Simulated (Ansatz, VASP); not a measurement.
# Cs2WBr6: VASP beside Ansatz, part 2 of 2

Aim: how closely do two programs agree when they are given the same cell, functional and k mesh?

VASP 6.6.1 and Ansatz 0.2.0.

So far: Starting point; VASP: relaxation of cell and atoms, PBEsol.

## Step 3: Ansatz: relaxation of cell and atoms, PBEsol

Level of this step: Ansatz beside VASP: Kohn-Sham DFT, plane waves, PBEsol (Ansatz).

Ansatz runs on its default PAW (the set named soft_2) files.

The same cell, functional, mesh and smearing now go to Ansatz, which takes its cutoff from its data sets.

Input file input.yaml:

```yaml
crystal:
  lattice:
    - [0.0, 5.2736108471, 5.2736108471]
    - [5.2736108471, 0.0, 5.2736108471]
    - [5.2736108471, 5.2736108471, 0.0]
  atoms:
    - { symbol: W, position: [0.0, 0.0, 0.0] }
    - { symbol: Cs, position: [0.75, 0.75, 0.75] }
    - { symbol: Cs, position: [0.25, 0.25, 0.25] }
    - { symbol: Br, position: [0.7615549431, 0.7615549431, 0.2384450569] }
    - { symbol: Br, position: [0.2384450569, 0.2384450569, 0.7615549431] }
    - { symbol: Br, position: [0.7615549431, 0.2384450569, 0.7615549431] }
    - { symbol: Br, position: [0.2384450569, 0.7615549431, 0.7615549431] }
    - { symbol: Br, position: [0.2384450569, 0.7615549431, 0.2384450569] }
    - { symbol: Br, position: [0.7615549431, 0.2384450569, 0.2384450569] }
hamiltonian:
  xc: pbesol
  pseudopotentials: { kind: paw }
kpoints:
  mp_grid: { grid: [3, 3, 3] }
scf:
  occupations: { method: gaussian, width: 0.05 }
relax:
  f_tol: 0.01
  max_steps: 60
  cell: { stress_tol: 0.05 }
output:
  forces: true
  stress: true
  write_density: true
  write_potential: true
  elf: true
  volumetric_format: npy
```

Command:

```bash
ansatz run input.yaml --threads 4 --pin off --max-ram 9216MiB --backend cpu --events-out ev --progress --plain --runs-dir out
```

Numbers of over 12 decimals in the logs are rounded to 6 here.

The program printed:

```text
Engine: ansatz 0.2.0, aarch64-unknown-linux-gnu
Pseudopotentials: kind: paw
Pseudopotential: W, paw, valence charge 14, recommended cutoff 420 eV (normal), W.paw.azcp
Pseudopotential: Cs, paw, valence charge 9, recommended cutoff 420 eV (normal), Cs.paw.azcp
Pseudopotential: Br, paw, valence charge 7, recommended cutoff 420 eV (normal), Br.paw.azcp
Functional definition: PBEsol
  exchange = pbesol_x
  correlation = pbesol_c
Crystal: 9 atoms, lattice volume = 293.328 Å³
Basis set: ecut = 420 eV, 5769 PW (Γ), exchange–correlation on 100×100×100 points (8 copies of the dense FFT grid, shifted against one another)
Bands: 46, of which v1, the nominal top of the filled ones, is band 37 counted from 1 (36 counted from 0)
Symmetry: 48 space group operations
Space group: Fm-3m (ITA 225), of the structure as read, at distance tolerance 6.6e-5 Å
k-points: 4 of 27
Non-local potential: W, projectors of the file, l = 0: 3, l = 1: 2, l = 2: 2, l = 3: 1
Non-local potential: Cs, projectors of the file, l = 0: 3, l = 1: 2, l = 2: 2, l = 3: 2
Non-local potential: Br, projectors of the file, l = 0: 2, l = 1: 2, l = 2: 2
PAW form: soft (Blöchl's): semilocal exchange-correlation on the pseudo side does not see the compensation charge
PAW frozen core: W, regenerated for the run's functional, and the local potential with it (the file was generated under x = pbe(κ = 0.804, μ = 0.219515), c = pbe(β = 0.066725))
PAW frozen core: Cs, regenerated for the run's functional, and the local potential with it (the file was generated under x = pbe(κ = 0.804, μ = 0.219515), c = pbe(β = 0.066725))
PAW frozen core: Br, regenerated for the run's functional, and the local potential with it (the file was generated under x = pbe(κ = 0.804, μ = 0.219515), c = pbe(β = 0.066725))
PAW one-centre angular grid: W, 590 points (default); XC on 64 Gauss nodes
PAW one-centre angular grid: Cs, 194 points (default); XC on 64 Gauss nodes
PAW one-centre angular grid: Br, 110 points (default); XC on 64 Gauss nodes
Initial density: superposition of atomic densities (neutral atoms: chi_scale 0, normalization atom), corrected by the library's trained network
Initial wavefunctions: pseudopotential atomic-orbital guess
Functional: x = pbesol(κ = 0.804, μ = 0.123457), c = pbesol(β = 0.046)
SCF iter   1: F=—  HF=-37856.624253 eV  |F-HF|=—  |Δ(HF+E_count)|=         —  Δρ=2.28e-3  dr2=2.82e-2  ethr=1.77e-3  ⟨swp⟩=10.0  Hψ=979  notcnv=0  defer=2
preconditioner: auto → LDOS  [insulator: Δε(μ)=0.089 eV  Ē_g=10.016 eV  σ=0.050 eV  W_gap=0.76  n_scr=58 (ndim 8)  ℏωp=17.1 eV  f_vac=0.017  D(μ)=12.22/eV (n_scr^D=112)  ε∞_Penn≈3.9  β→1.0]
SCF iter   2: F=—  HF=-37856.624665 eV  |F-HF|=—  |Δ(HF+E_count)|=   4.12e-4  Δρ=1.22e-3  dr2=6.37e-3  ethr=3.82e-5  ⟨swp⟩=2.5  Hψ=323  notcnv=0  defer=6
SCF iter   3: F=—  HF=-37856.624671 eV  |F-HF|=—  |Δ(HF+E_count)|=   5.64e-6  Δρ=7.83e-4  dr2=4.41e-3  ethr=8.61e-6  ⟨swp⟩=2.2  Hψ=305  notcnv=0  defer=6
SCF iter   4: F=—  HF=-37856.624270 eV  |F-HF|=—  |Δ(HF+E_count)|=   4.01e-4  Δρ=5.13e-4  dr2=1.67e-3  ethr=5.96e-6  ⟨swp⟩=1.0  Hψ=173  notcnv=0  defer=6
SCF iter   5: F=—  HF=-37856.624047 eV  |F-HF|=—  |Δ(HF+E_count)|=   2.23e-4  Δρ=1.87e-4  dr2=4.73e-4  ethr=2.26e-6  ⟨swp⟩=2.0  Hψ=179  notcnv=0  defer=6
SCF iter   6: F=—  HF=-37856.623968 eV  |F-HF|=—  |Δ(HF+E_count)|=   7.93e-5  Δρ=8.81e-5  dr2=3.72e-5  ethr=6.40e-7  ⟨swp⟩=2.0  Hψ=257  notcnv=0  defer=6
SCF iter   7: F=—  HF=-37856.623916 eV  |F-HF|=—  |Δ(HF+E_count)|=   5.21e-5  Δρ=2.14e-5  dr2=1.70e-6  ethr=5.03e-8  ⟨swp⟩=2.0  Hψ=301  notcnv=0  defer=6
SCF iter   8: F=-37856.623915 eV  HF=-37856.623915 eV  |F-HF|=4.51e-8  |Δ(HF+E_count)|=   1.97e-7  Δρ=4.49e-6  dr2=5.19e-8  ethr=1.35e-10  ⟨swp⟩=8.8  Hψ=1456  notcnv=0
SCF 1 converged in 8 iterations: F = -37856.623915 eV  dr2 = 5.19e-8
  greatest PAW one-centre occupation: 1.000 electrons in one spin orbital (limit 2), on the W atom at site 0 (counted from 0), in its partial waves of l = 0
relax step   1: F+E_penalty+E_count = -37856.62391541 eV  Δ(F+E_penalty+E_count) = +0.000e0 eV  max|allowed force component| = 3.514e-2 eV/Å  Δτ_max = 0.0000 Å  P = +0.058 GPa  Ω = 293.328 Å³  (8 SCF iters, dr2 threshold 1.00e-7 eV, accepted)
[...]
relax step   2: F+E_penalty+E_count = -37856.62408168 eV  Δ(F+E_penalty+E_count) = -1.663e-4 eV  max|allowed force component| = 2.980e-2 eV/Å  Δτ_max = 0.0061 Å  P = -0.085 GPa  Ω = 292.900 Å³  energy of the carried Pulay correction = +3.542e-5 eV  (6 SCF iters, dr2 threshold 7.72e-8 eV, accepted)
[...]
relax step   3: F+E_penalty+E_count = -37856.62429591 eV  Δ(F+E_penalty+E_count) = -2.142e-4 eV  max|allowed force component| = 8.944e-4 eV/Å  Δτ_max = 0.0021 Å  P = -0.010 GPa  Ω = 292.838 Å³  energy of the carried Pulay correction = +4.054e-5 eV  (6 SCF iters, dr2 threshold 5.55e-8 eV, accepted)
[...]
relax step   4: F+E_penalty+E_count = -37856.62425219 eV  Δ(F+E_penalty+E_count) = +4.371e-5 eV  max|allowed force component| = 8.883e-4 eV/Å  Δτ_max = 0.0000 Å  P = -0.010 GPa  Ω = 292.838 Å³  stress off target by 1.04e-2 GPa  SCF on the basis re-selected at this cell (its energy is not comparable with the rows above)  (5 SCF iters)
basis re-selected at this cell: Δ(F+E_penalty+E_count) = +4.371e-5 eV, ΔP = +0.000 GPa vs the last step (what re-selecting the basis moved, of the pressure what is left beyond the Pulay correction that the steps carried, after the strain that the cell walked since its last selection, with what the two solves' SCF thresholds leave and, on support functions, any second-order correction that the steps lacked; it is no m [...]
SCF converged after 5 iterations
Free energy (F): -37856.624252 eV
Harris-Foulkes:  -37856.624252 eV  (|F-HF|=0.00e0)
Internal energy: -37856.608512 eV  (E = F + TS)
E sigma→0 (E₀):  -37856.616382 eV
Entropy (-TS):   -0.015740 eV (-1.749 meV/atom)
Fermi energy:    5.692118 eV
--- Per-component energies (eV) ---
  E_band       = -468.672664
  E_kinetic    = 1535.406912
  E_local      = -3674.474900  (includes V_loc(G=0)·N_el)
  E_nonlocal   = 490.323131
  E_hartree    = 1267.205345
  E_xc         = -2179.060141
  E_vxc        = -1113.148247  (∫ρ·V_xc dr)
  E_paw        = -31620.748731  (= ΣΔE_a)
  E_vpaw       = -241.190106  (= ΣTr[D̂ρ^β])
  E_aug_tail   = -0.000056  (compensation charges beyond the density's cutoff)
  E_ewald      = -3676.323807
  E_core_change = 1.063734  (= ΣΔE_core)
  E_smearing   = -0.015740  (= −TS)
  E_closure    = 0.000000  (closes the sum)
  Σ components = -37856.624252   (vs F -37856.624252, Δ=0.00e0)
--- Forces (eV/Å), atoms counted from 1 ---
  atom   1  W      0.00000000    -0.00000000    -0.00000000
  atom   2  Cs     0.00000000     0.00000000     0.00000000
  atom   3  Cs    -0.00000000    -0.00000000    -0.00000000
  atom   4  Br    -0.00000000     0.00000000     0.00088826
  atom   5  Br     0.00000000    -0.00000000    -0.00088826
  atom   6  Br    -0.00000000     0.00088826    -0.00000000
  atom   7  Br     0.00088826    -0.00000000    -0.00000000
  atom   8  Br     0.00000000    -0.00088826     0.00000000
  atom   9  Br    -0.00088826     0.00000000     0.00000000
  max |Σ_I F_I| component: 2.31e-17 eV/Å
--- Stress (GPa, compression-positive) ---
       -0.010378      -0.000000      -0.000000
       -0.000000      -0.010378      -0.000000
       -0.000000      -0.000000      -0.010378
  P = ⅓ Tr σ = -0.0104 GPa (-0.104 kbar)
--- Band table (eV) ---
  k-point 0: bands = [... 33 lower, 3.6927, 3.6927, 3.6927, 5.5682, 5.5682, 5.5682, 8.7300, 8.8987, ... 5 higher]
  k-point 1: bands = [... 33 lower, 3.3738, 3.3738, 3.4833, 5.6370, 5.7493, 5.7493, 8.5875, 8.5875, ... 5 higher]
  k-point 2: bands = [... 33 lower, 3.2327, 3.2327, 3.6714, 5.4690, 5.9471, 5.9471, 7.8826, 8.9221, ... 5 higher]
  k-point 3: bands = [... 33 lower, 3.1805, 3.2273, 3.4250, 5.6621, 5.8878, 5.9458, 8.0430, 8.6020, ... 5 higher]
--- Relaxed structure (3 steps of the walk, 3 accepted, 1 SCFs on fresh bases) ---
  F+E_penalty+E_count = -37856.62425219 eV   max|allowed force component| = 8.883e-4 eV/Å   (the final SCF, on the basis selected at the relaxed cell)
  cell:  # Å, volume = 292.8378 Å³
    - [0, 5.270669, 5.270669]
    - [5.270669, 0, 5.270669]
    - [5.270669, 5.270669, 0]
  atoms:
    - { symbol: W, position: [0, 0, 0] }
    - { symbol: Cs, position: [0.75, 0.75, 0.75] }
    - { symbol: Cs, position: [0.25, 0.25, 0.25] }
    - { symbol: Br, position: [0.761174, 0.761174, 0.238826] }
    - { symbol: Br, position: [0.238826, 0.238826, 0.761174] }
    - { symbol: Br, position: [0.761174, 0.238826, 0.761174] }
    - { symbol: Br, position: [0.238826, 0.761174, 0.761174] }
    - { symbol: Br, position: [0.238826, 0.761174, 0.238826] }
    - { symbol: Br, position: [0.761174, 0.238826, 0.238826] }
```

It took 5.7 s on 4 threads of Arm Neoverse V1, shared host; peak memory 0.67 GiB.

## Step 4: Side by side

Known differences besides the PAW data sets themselves: both relaxations stop at a tolerance, which leaves soft axes loose, and VASP keeps its plane-wave basis; the data sets hold 74 valence electrons in Ansatz (default PAW (the set named soft_2) files) and 66 in VASP; the cutoff is 420 eV in Ansatz and 400 eV in VASP (PREC = Normal, projectors in real space); Ansatz makes its cores anew for this functional, VASP keeps those of its PBE data sets; VASP leaves aspherical gradient terms in its spheres out (LASPH is not set), Ansatz keeps them; Ansatz adds a Pulay correction to the stress that steers its cell, VASP none. Total energies have different zeros and are not compared.

Both answers:

| quantity | Ansatz | VASP | difference |
| --- | --- | --- | --- |
| volume (Å³) | 292.84 | 293.33 | -0.17 % |
| edge a after relaxation, in the typed setting (Å) | 7.454 | 7.458 | -0.05 % |

The walks stopped with -0.01 GPa left in Ansatz and 0.05 GPa in VASP; each walk ends within a tolerance, so the volume difference is uncertain by about these residues over the bulk modulus, most in soft cells.

## Step 5: What came out

| Quantity | Value |
| --- | --- |
| difference in volume (relaxation of cell and atoms, PBEsol) | -0.17 % |

In words: The difference in volume is -0.17 % (relaxation of cell and atoms, PBEsol), within the 1.2 % picked in this series as the mark of a large difference, as far as the stopping tolerances let one tell. How closely two codes agree says nothing of how well the functional describes the real material.

[Lines on the potential files, build, host, timing and source positions are cut from VASP's logs without a mark.]

[Logs are printed without paths, hosts, clocks, repeated set-up lines and the standing remarks that a program may print on its own settings, such as how far it seeks lower states.]

[Hosts, paths, dates, database ids (printed as entryN), source tags and the programs' standing remarks are cut or masked in the printed files.]
